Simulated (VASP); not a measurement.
Given:

```xyz
5
Lattice="4.0323 0.0000 0.0000 0.0000 4.0323 0.0000 0.0000 0.0000 4.0323" Properties=species:S:1:pos:R:3 pbc="T T T"
K      0.0000     0.0000     0.0000
Mg     2.0162     2.0162     2.0162
F      2.0162     0.0000     2.0162
F      0.0000     2.0162     2.0162
F      2.0162     2.0162     0.0000
```

All values below come from PBE GGA with D3 dispersion (zero damping), VASP's PBE PAW potentials (set 64) (plane waves; VASP). Settings: 520 eV cut-off, 6×6×6 Γ-centred mesh, tetrahedra with Blöchl corrections, potentials K_sv Mg F.

The cores are frozen, which limits the accuracy of field gradients.

Give the principal components of the electric field gradient (V/Å²) and the asymmetry η at each nucleus.

```tsv
atom	Vxx	Vyy	Vzz	η
K1	0.0	0.0	0.0	-
Mg2	0.0	0.0	0.0	-
F3	-24.3	-24.3	48.5	0.00
F4	-24.3	-24.3	48.5	0.00
F5	-24.3	-24.3	48.5	0.00
```

The compound is KMgF3 in the cubic perovskite structure. It was relaxed first.
